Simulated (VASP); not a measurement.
Data:

```xyz
2
Lattice="0.0000 3.1043 3.1043 3.1043 0.0000 3.1043 3.1043 3.1043 0.0000" Properties=species:S:1:pos:R:3 pbc="T T T"
Ta     0.0000     0.0000     0.0000
Sb     1.5521     1.5521     1.5521
```

The numbers are results of PBEsol GGA, VASP's PBE PAW potentials (set 64) (plane waves; VASP), not measurements. Numerical set-up: 400 eV cut-off, 11×11×11 Γ-centred mesh, tetrahedra with Blöchl corrections, potentials Ta_pv Sb.

Unless said otherwise, spin-orbit coupling is left out, though it shifts the bands of the heavy elements here.

Task: What does the run give for the energy per atom (σ→0), band gap (on the k-mesh) with the smallest direct gap where there is one?

Result: 
```
Item                                                         Value
------------------------  ----------------------------------------
band gap (on the k-mesh)  none (metal, semimetal or under 0.01 eV)
energy per atom (σ→0)                               -7.283 eV/atom
```

Only differences to runs with the same potentials and settings are physical.

The structure was generated: TaSb was put into the zinc blende type (F-43m), which need not be its known phase. It was relaxed first, which changed the volume by -34 %.
